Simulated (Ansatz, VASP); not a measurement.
# TaN: VASP beside Ansatz

Aim: how closely do two programs agree when they are given the same cell, functional and k mesh? The cell is taken from a series of runs on this material, whose earlier steps may have relaxed, scaled, displaced or heated it; both programs get it as it stands.

Main program and level: Ansatz 0.2.0; plane waves, with VASP 6.6.1 beside it; zone-centre phonons at PBEsol.

## (1) The structure

It takes space group P-6m2 (No. 187, hexagonal). Conventional cell: a = 2.935 Å, b = 2.935 Å, c = 2.813 Å, α = 90.00°, β = 90.00°, γ = 120.00°. Nearest to N lie 6 Ta at 2.20 Å. Ta has 6 N at 2.20 Å nearest. Farther neighbours and most contacts between anions are not listed.

Structure file:

```xyz
2
Lattice="2.9347 0.0000 0.0000 -1.4674 2.5415 0.0000 0.0000 0.0000 2.8132" Properties=species:S:1:pos:R:3 pbc="T T T"
N     1.4674    0.8472    0.0000
Ta    2.9347    0.0000    1.4066
```

## (2) VASP: zone-centre phonons, PBEsol

Second derivatives magnify differences that forces hide, and they need a tight electronic threshold.

Lines of VASP's logs that name or quote its potential files are left out, and so is its time.

Input file INCAR:

```
SYSTEM = TaN
PREC = Accurate
ENCUT = 600
EDIFF = 1E-08
NELM = 120
ISMEAR = 1
SIGMA = 0.2
LREAL = .FALSE.
ALGO = Normal
GGA = PS
NBANDS = 14
LASPH = .TRUE.
LORBIT = 11
LWAVE = .FALSE.
LCHARG = .FALSE.
ISIF = 2
IBRION = 8
GGA_COMPAT = .FALSE.
KPAR = 2
```

Input file POSCAR:

```
TaN
1.0
    2.9347291100      0.0000000000      0.0000000000
   -1.4673645550      2.5415499625      0.0000000000
    0.0000000000      0.0000000000      2.8131945202
N Ta
1 1
Direct
    0.6666666654      0.3333333346      0.0000000000
    0.9999999987      0.0000000013      0.5000000000
```

Input file KPOINTS:

```
Automatic mesh
0
Gamma
18 18 16
0 0 0
```

The projector-augmented-wave data sets are N and Ta_pv (PBE family, release 64).

Started as:

```sh
$ mpirun -np 2 vasp_std
```

Numbers of over 12 decimals in the logs are rounded to 6 here.

The log of the run:

```text
[banner, memory and clock lines left out]
running    2 mpi-ranks, on    1 nodes
 distrk:  each k-point on    1 cores,    2 groups
 distr:  one band on    1 cores,    1 groups

 POSCAR found type information on POSCAR N Ta
 POSCAR found :  2 types and       2 ions
|                                                                             |
|               ----> ADVICE to this user running VASP <----                  |
|                                                                             |
|     You enforced a specific xc type in the INCAR file but a different       |
|     [... a line on the potential file left out ...]
|     I HOPE YOU KNOW WHAT YOU ARE DOING!                                     |
|                                                                             |

 LDA part: xc-table for (Slater+PW92), standard interpolation
 POSCAR, INCAR and KPOINTS ok, starting setup
 FFT: planning ... GRIDC
 FFT: planning ... GRID_SOFT
 FFT: planning ... GRID
 WAVECAR not read
 entering main loop
       N       E                     dE             d eps       ncg     rms          rms(c)
DAV:   1     0.103247113798E+03    0.10325E+03   -0.98148E+03  9332   0.134E+03
DAV:   2    -0.224153849268E+02   -0.12566E+03   -0.11912E+03 11190   0.348E+02
DAV:   3    -0.260784443600E+02   -0.36631E+01   -0.36362E+01 10998   0.584E+01
DAV:   4    -0.260979980744E+02   -0.19554E-01   -0.19550E-01 10902   0.447E+00
DAV:   5    -0.260981147271E+02   -0.11665E-03   -0.11665E-03 11142   0.332E-01    0.252E+01
DAV:   6    -0.238966295011E+02    0.22015E+01   -0.38658E+00 11212   0.247E+01    0.108E+01
DAV:   7    -0.238181961790E+02    0.78433E-01   -0.36562E-01 11592   0.614E+00    0.737E+00
DAV:   8    -0.237885250285E+02    0.29671E-01   -0.12139E-01 12552   0.333E+00    0.159E+00
DAV:   9    -0.237833103857E+02    0.52146E-02   -0.10999E-02 10440   0.954E-01    0.189E-01
DAV:  10    -0.237832359307E+02    0.74455E-04   -0.57001E-04 12654   0.295E-01    0.148E-01
DAV:  11    -0.237831925798E+02    0.43351E-04   -0.66021E-05 10710   0.852E-02    0.167E-02
DAV:  12    -0.237831924264E+02    0.15336E-06   -0.52871E-06 12054   0.206E-02    0.235E-03
DAV:  13    -0.237831924138E+02    0.12627E-07   -0.26636E-08 10620   0.160E-03    0.255E-03
DAV:  14    -0.237831923577E+02    0.56125E-07   -0.25995E-08 11994   0.154E-03    0.160E-04
DAV:  15    -0.237831923470E+02    0.10647E-07   -0.54885E-10  6216   0.248E-04    0.106E-04
DAV:  16    -0.237831923521E+02   -0.51250E-08   -0.88805E-11  6684   0.859E-05
   1 F= -.23783192E+02 E0= -.23783445E+02  d E =0.758910E-03
 Linear response reoptimize wavefunctions to high precision
DAV:   1    -0.237831923517E+02    0.40791E-09   -0.68909E-12  6372   0.373E-05
DAV:   2    -0.237831923517E+02   -0.40927E-11   -0.49339E-13  6174   0.781E-06
 Linear response DOF=           4
 Linear response progress:
  Degree of freedom:   1/  4
       N       E                     dE             d eps       ncg     rms          rms(c)
RMM:   1    -0.233194438246E+00   -0.23319E+00    0.11652E-01 95752   0.290E+00
RMM:   2    -0.226879314892E+00    0.63151E-02   -0.31421E-03 69818   0.478E-01    0.187E-01
RMM:   3    -0.227699104307E+00   -0.81979E-03   -0.58555E-04 66509   0.159E-01    0.101E-01
RMM:   4    -0.228881991552E+00   -0.11829E-02   -0.31527E-04 67900   0.117E-01    0.262E-02
RMM:   5    -0.228932504225E+00   -0.50513E-04   -0.12784E-05 78171   0.279E-02    0.257E-03
RMM:   6    -0.228931696230E+00    0.80800E-06   -0.12426E-06 79111   0.553E-03    0.132E-03
RMM:   7    -0.228925414093E+00    0.62821E-05   -0.23736E-07 82210   0.185E-03    0.101E-03
RMM:   8    -0.228927242694E+00   -0.18286E-05    0.20563E-08 80695   0.667E-04    0.243E-04
RMM:   9    -0.228924452424E+00    0.27903E-05   -0.32290E-08 73186   0.326E-04    0.246E-05
RMM:  10    -0.228924281360E+00    0.17106E-06    0.27391E-08 85707   0.104E-04    0.210E-05
RMM:  11    -0.228924263043E+00    0.18317E-07    0.36025E-09 84256   0.324E-05    0.617E-06
RMM:  12    -0.228924271129E+00   -0.80866E-08    0.18133E-09 80367   0.107E-05    0.274E-06
 first order change of Fermi-energy   0.25550E-04
 force on displaced ion       1 direction 1 : -14.601   0.001   0.000
 Linear response progress:
  Degree of freedom:   2/  4
       N       E                     dE             d eps       ncg     rms          rms(c)
RMM:   1    -0.236821933473E+00   -0.23682E+00    0.14328E-01 32711   0.297E+00
RMM:   2    -0.230667981302E+00    0.61540E-02   -0.38484E-03 25108   0.514E-01    0.148E-01
RMM:   3    -0.231515974689E+00   -0.84799E-03   -0.84988E-04 23723   0.178E-01    0.763E-02
RMM:   4    -0.232785929418E+00   -0.12700E-02   -0.39428E-04 24362   0.124E-01    0.221E-02
RMM:   5    -0.232909260000E+00   -0.12333E-03   -0.20088E-05 26373   0.355E-02    0.329E-03
RMM:   6    -0.232905761623E+00    0.34984E-05   -0.17492E-06 27055   0.813E-03    0.113E-03
RMM:   7    -0.232897638153E+00    0.81235E-05   -0.22847E-07 26553   0.259E-03    0.398E-04
RMM:   8    -0.232899448914E+00   -0.18108E-05   -0.37016E-08 28853   0.865E-04    0.152E-04
RMM:   9    -0.232899178202E+00    0.27071E-06   -0.45862E-09 28892   0.280E-04    0.344E-05
RMM:  10    -0.232898889165E+00    0.28904E-06   -0.73007E-09 29370   0.956E-05    0.121E-05
RMM:  11    -0.232898917803E+00   -0.28638E-07   -0.14616E-09 29666   0.345E-05    0.291E-06
RMM:  12    -0.232898937160E+00   -0.19357E-07   -0.23666E-11 27797   0.131E-05    0.120E-06
RMM:  13    -0.232898939219E+00   -0.20584E-08   -0.16221E-09 20850   0.481E-06    0.215E-07
 first order change of Fermi-energy  -0.14934E-03
 force on displaced ion       1 direction 3 :  -0.000   0.000 -16.474
 Linear response progress:
  Degree of freedom:   3/  4
       N       E                     dE             d eps       ncg     rms          rms(c)
RMM:   1    -0.134113437829E+00   -0.13411E+00    0.11549E+01 42179   0.251E+01
RMM:   2    -0.162973253908E+00   -0.28860E-01   -0.26604E-02 64830   0.151E+00    0.188E-01
RMM:   3    -0.161651029083E+00    0.13222E-02   -0.26692E-03 73798   0.329E-01    0.106E-01
RMM:   4    -0.160732439098E+00    0.91859E-03   -0.43242E-04 81941   0.124E-01    0.378E-02
RMM:   5    -0.160435710847E+00    0.29673E-03   -0.12007E-04 86884   0.332E-02    0.617E-03
RMM:   6    -0.160439410550E+00   -0.36997E-05   -0.95659E-05 83662   0.115E-02    0.204E-03
RMM:   7    -0.160441548551E+00   -0.21380E-05   -0.54963E-05 91131   0.381E-03    0.490E-04
RMM:   8    -0.160443537122E+00   -0.19886E-05   -0.30724E-05 91022   0.141E-03    0.207E-04
RMM:   9    -0.160444689198E+00   -0.11521E-05   -0.16752E-05 84048   0.651E-04    0.481E-05
RMM:  10    -0.160444955245E+00   -0.26605E-06   -0.81207E-06 89397   0.305E-04    0.204E-05
RMM:  11    -0.160445026777E+00   -0.71532E-07   -0.43499E-06 95794   0.138E-04    0.788E-06
RMM:  12    -0.160445041786E+00   -0.15009E-07   -0.23197E-06 93331   0.685E-05    0.656E-06
RMM:  13    -0.160445057835E+00   -0.16049E-07   -0.12857E-06 85876   0.396E-05    0.375E-06
RMM:  14    -0.160445083412E+00   -0.25578E-07   -0.71404E-07 85275   0.230E-05    0.802E-07
RMM:  15    -0.160445070433E+00    0.12979E-07   -0.39639E-07 69189   0.134E-05    0.222E-06
RMM:  16    -0.160445083843E+00   -0.13410E-07   -0.23042E-07 59779   0.835E-06    0.326E-07
RMM:  17    -0.160445079620E+00    0.42231E-08   -0.13290E-07 41338   0.521E-06    0.856E-07
RMM:  18    -0.160445081832E+00   -0.22112E-08   -0.73564E-08 39595   0.378E-06    0.463E-07
 first order change of Fermi-energy  -0.59443E-04
 force on displaced ion       2 direction 1 : -14.598   0.001   0.000
 Linear response progress:
  Degree of freedom:   4/  4
       N       E                     dE             d eps       ncg     rms          rms(c)
RMM:   1    -0.146957718439E+00   -0.14696E+00    0.10298E+01 15010   0.245E+01
RMM:   2    -0.175688604700E+00   -0.28731E-01   -0.27108E-02 22228   0.150E+00    0.139E-01
RMM:   3    -0.174958390859E+00    0.73021E-03   -0.21038E-03 26093   0.296E-01    0.751E-02
RMM:   4    -0.174388706707E+00    0.56968E-03   -0.20405E-04 27588   0.101E-01    0.222E-02
RMM:   5    -0.174251767906E+00    0.13694E-03   -0.35959E-05 29430   0.294E-02    0.654E-03
RMM:   6    -0.174228567582E+00    0.23200E-04   -0.46364E-05 27878   0.109E-02    0.971E-04
RMM:   7    -0.174230025926E+00   -0.14583E-05   -0.28534E-05 30228   0.340E-03    0.386E-04
RMM:   8    -0.174231904985E+00   -0.18791E-05   -0.16685E-05 31241   0.134E-03    0.143E-04
RMM:   9    -0.174232715306E+00   -0.81032E-06   -0.96170E-06 29255   0.600E-04    0.542E-05
RMM:  10    -0.174233113487E+00   -0.39818E-06   -0.52546E-06 29235   0.337E-04    0.184E-05
RMM:  11    -0.174233566138E+00   -0.45265E-06   -0.30305E-06 30485   0.177E-04    0.178E-05
RMM:  12    -0.174233334511E+00    0.23163E-06   -0.17919E-06 27366   0.104E-04    0.544E-06
RMM:  13    -0.174233343314E+00   -0.88030E-08   -0.11273E-06 30371   0.545E-05    0.645E-06
RMM:  14    -0.174233315076E+00    0.28238E-07   -0.69773E-07 29123   0.340E-05    0.943E-06
RMM:  15    -0.174233336578E+00   -0.21502E-07   -0.43214E-07 25253   0.209E-05    0.855E-06
RMM:  16    -0.174233249679E+00    0.86899E-07   -0.26229E-07 29646   0.212E-05    0.147E-05
RMM:  17    -0.174233269767E+00   -0.20088E-07   -0.17052E-07 24372   0.102E-05    0.136E-05
RMM:  18    -0.174233341582E+00   -0.71815E-07   -0.10419E-07 32675   0.131E-05    0.911E-06
RMM:  19    -0.174233468643E+00   -0.12706E-06   -0.56775E-08 37287   0.178E-05    0.112E-06
RMM:  20    -0.174233514937E+00   -0.46294E-07   -0.28100E-08 30625   0.770E-06    0.195E-06
RMM:  21    -0.174233499992E+00    0.14946E-07   -0.16370E-08 22938   0.364E-06    0.996E-07
RMM:  22    -0.174233480609E+00    0.19383E-07   -0.14853E-08 24699   0.385E-06    0.288E-07
RMM:  23    -0.174233478919E+00    0.16895E-08   -0.11119E-08 12476   0.188E-06    0.379E-07
 first order change of Fermi-energy  -0.68133E-03
 force on displaced ion       2 direction 3 :   0.000  -0.000 -16.473
 Linear response finished
```

Parts of OUTCAR (step 2):

```text
ion  position               nearest neighbor table
   1  0.667  0.333  0.000-   2 2.20   2 2.20   2 2.20   2 2.20   2 2.20   2 2.20
   2  1.000  0.000  0.500-   1 2.20   1 2.20   1 2.20   1 2.20   1 2.20   1 2.20

  LATTYP: Found a hexagonal cell.
 ALAT       =     2.9347291100
 C/A-ratio  =     0.9585874589

 Subroutine GETGRP returns: Found 12 space group operations
 (whereof 12 operations were pure point group operations)

The static configuration has the point symmetry D_3h.

 Found    333 irreducible k-points:

   k-points           NKPTS =    333   k-points in BZ     NKDIM =    333   number of bands    NBANDS=     14

   dimension x,y,z NGX =    24 NGY =   24 NGZ =   24
   dimension x,y,z NGXF=    48 NGYF=   48 NGZF=   48

   ENCUT  =  600.0 eV  44.10 Ry    6.64 a.u.   5.86  5.86  5.62*2*pi/ulx,y,z

   NELECT =      16.0000    total number of electrons

 k-points in reciprocal lattice and weights: Automatic mesh
   0.00000000  0.00000000  0.00000000       0.000
   0.05555556  0.00000000  0.00000000       0.001
   0.11111111  0.00000000  0.00000000       0.001
   0.16666667  0.00000000  0.00000000       0.001
   0.22222222 -0.00000000  0.00000000       0.001
   0.27777778  0.00000000  0.00000000       0.001
   0.33333333  0.00000000  0.00000000       0.001
   0.38888889 -0.00000000  0.00000000       0.001
   0.44444444 -0.00000000  0.00000000       0.001
[...]
0.33333333  0.27777778  0.50000000       0.002
   0.33333333  0.33333333  0.50000000       0.000

 average (electrostatic) potential at core
       1 -61.5174       2 -34.4267

  Total        0.1033232      0.1033232      2.3486202      0.0000000     -0.0000000      0.0000000
  in kB        7.8893627      7.8893627    179.3316476      0.0000000     -0.0000000      0.0000000
  external PRESSURE =      65.0367910 kB  Pullay stress =       0.0000000 kB

  energy-cutoff  :      600.00
  volume of cell :       20.98
      direct lattice vectors                 reciprocal lattice vectors
     2.934729110  0.000000000  0.000000000     0.340746952  0.196730345  0.000000000
    -1.467364555  2.541549962  0.000000000     0.000000000  0.393460689  0.000000000
     0.000000000  0.000000000  2.813194520     0.000000000  0.000000000  0.355467776

 POSITION                                       TOTAL-FORCE (eV/Angst)
 -----------------------------------------------------------------------------------
      1.46736      0.84718      0.00000        -0.000000      0.000000      0.000000
      2.93473      0.00000      1.40660         0.000000      0.000000      0.000000
 -----------------------------------------------------------------------------------
    total drift:                                0.000005     -0.000003     -0.000000

 Eigenvectors and eigenvalues of the dynamical matrix
 ----------------------------------------------------

   1 f  =   17.601769 THz   110.595179 2PiTHz  587.131830 cm-1    72.795037 meV
             X         Y         Z           dx          dy          dz
      1.467365  0.847183  0.000000    -0.000000    0.000000    0.963425
      2.934729  0.000000  1.406597     0.000000    0.000000   -0.267978

   2 f  =   16.570770 THz   104.117219 2PiTHz  552.741392 cm-1    68.531168 meV
             X         Y         Z           dx          dy          dz
      1.467365  0.847183  0.000000    -0.000000   -0.963430    0.000000
      2.934729  0.000000  1.406597     0.000000    0.267961    0.000000

   3 f  =   16.570770 THz   104.117219 2PiTHz  552.741392 cm-1    68.531168 meV
             X         Y         Z           dx          dy          dz
      1.467365  0.847183  0.000000    -0.963430    0.000000   -0.000000
      2.934729  0.000000  1.406597     0.267961   -0.000000    0.000000

   4 f/i=    0.000224 THz     0.001410 2PiTHz    0.007488 cm-1     0.000928 meV
             X         Y         Z           dx          dy          dz
      1.467365  0.847183  0.000000     0.000000    0.000000   -0.267978
      2.934729  0.000000  1.406597    -0.000000    0.000000   -0.963425

   5 f/i=    0.000506 THz     0.003181 2PiTHz    0.016890 cm-1     0.002094 meV
             X         Y         Z           dx          dy          dz
      1.467365  0.847183  0.000000    -0.267961   -0.000000    0.000000
      2.934729  0.000000  1.406597    -0.963430    0.000000    0.000000

   6 f/i=    0.000506 THz     0.003181 2PiTHz    0.016890 cm-1     0.002094 meV
             X         Y         Z           dx          dy          dz
      1.467365  0.847183  0.000000     0.000000   -0.267961    0.000000
      2.934729  0.000000  1.406597     0.000000   -0.963430    0.000000

 ELASTIC MODULI CONTR FROM IONIC RELAXATION (kBar)
 Direction    XX          YY          ZZ          XY          YZ          ZX
 --------------------------------------------------------------------------------
 XX         -35.0861     35.0861      0.0000     -0.0000      0.0000      0.0000
 YY          35.0861    -35.0861      0.0000     -0.0000      0.0000      0.0000
 ZZ           0.0000      0.0000      0.0000      0.0000      0.0000      0.0000
 XY          -0.0000     -0.0000      0.0000    -35.0861      0.0000      0.0000
 YZ           0.0000      0.0000      0.0000      0.0000     -0.0000      0.0000
 ZX           0.0000      0.0000      0.0000      0.0000      0.0000      0.0000
 --------------------------------------------------------------------------------
```

The PAW data sets were made with PBE, which is usual practice but a small mismatch for other functionals.

(Part 1 of 2 ends here.)

[Lines on the potential files, build, host, timing and source positions are cut from VASP's logs without a mark.]

[Logs are printed without paths, hosts, clocks, repeated set-up lines and the standing remarks that a program may print on its own settings, such as how far it seeks lower states.]

[Hosts, paths, dates, database ids (printed as entryN), source tags and the programs' standing remarks are cut or masked in the printed files.]
